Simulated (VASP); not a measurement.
Wanted: the native input for a VASP 6.6.1 run.

| Property | Result |
| --- | --- |
| Task | relaxation of cell and atoms |
| Functional | PBE |
| Potentials or basis | VASP PAW PBE potentials, release 64 (Be, Cd, S) |
| Cutoff | 520 eV |
| k mesh | 3 × 3 × 3 |
| Occupations | gaussian, width 0.15 eV |
| Spin | no spin polarisation |
| Further INCAR settings | PREC = Normal; LREAL = Auto; ALGO = Fast; EDIFF = 0.0001; IBRION = 2; EDIFFG = -0.08; NSW = 24; ISIF = 3 |

The structure of BeCd2S3 lies in POSCAR:

```
BeCd2S3
1.0
    3.3250000000     -5.7600000000      0.0000000000
    3.3250000000      5.7600000000      0.0000000000
   -2.2088715300      0.0000000000      6.2724306800
Be Cd S
2 4 6
Direct
    0.0833000000      0.9167000000      0.5000000000
    0.9167000000      0.0833000000      0.0000000000
    0.4167000000      0.5833000000      0.5000000000
    0.7500000000      0.2500000000      0.5000000000
    0.5833000000      0.4167000000      0.0000000000
    0.2500000000      0.7500000000      0.0000000000
    0.7083000000      0.5417000000      0.3750000000
    0.0417000000      0.2083000000      0.3750000000
    0.3750000000      0.8750000000      0.3750000000
    0.5417000000      0.7083000000      0.8750000000
    0.2083000000      0.0417000000      0.8750000000
    0.8750000000      0.3750000000      0.8750000000
```

The cell was built by a generator and needn't be a form met in nature.

One way to write it, as run:

INCAR

```
SYSTEM = BeCd2S3
  PREC = Normal
  ENCUT = 520
  EDIFF = 1E-4
  ISMEAR = 0
  SIGMA = 0.15
  LREAL = Auto
  LASPH = .TRUE.
  NELM = 60
  ALGO = Fast
  ISIF = 3
  LWAVE = .FALSE.
  LCHARG = .FALSE.
  GGA = PE
  IBRION = 2
  NSW = 24
  EDIFFG = -0.08
```

KPOINTS

```
Automatic mesh
0
G
  3 3 3
  0 0 0
```

Potentials or basis: VASP PAW PBE potentials, release 64 (Be, Cd, S).

The run is started by

```console
$ cat potpaw_PBE.64/Be/POTCAR potpaw_PBE.64/Cd/POTCAR potpaw_PBE.64/S/POTCAR > POTCAR
$ mpirun -np 1 vasp_std > vasp.out
```

It gave:

```
Relaxed volume                         : 21.51 Å³/atom
Relaxed cell                           : a = 6.871 Å, b = 6.871 Å, c = 6.687 Å, α = 98.73°, β = 98.73°, γ = 120.78°
Space group after relaxing (to 0.05 Å) : Cc (No. 9)
Energy gained by relaxing              : 328.6 meV/atom
Ionic steps                            : 11
Pressure after relaxing                : -0.2 GPa
Largest force after relaxing           : 0.073 eV/Å
Band gap on the k mesh                 : 1.80 eV, direct
```

Caveat: the relaxation stopped at a loose force limit of 0.08 eV/Å, so its end isn't a converged minimum.

It took 9.7 min on 1 thread of Intel(R) Xeon(R) Platinum 8259CL CPU @ 2.50GHz (Skylake/Cascade Lake) (shared host), peak memory 0.29 GiB.
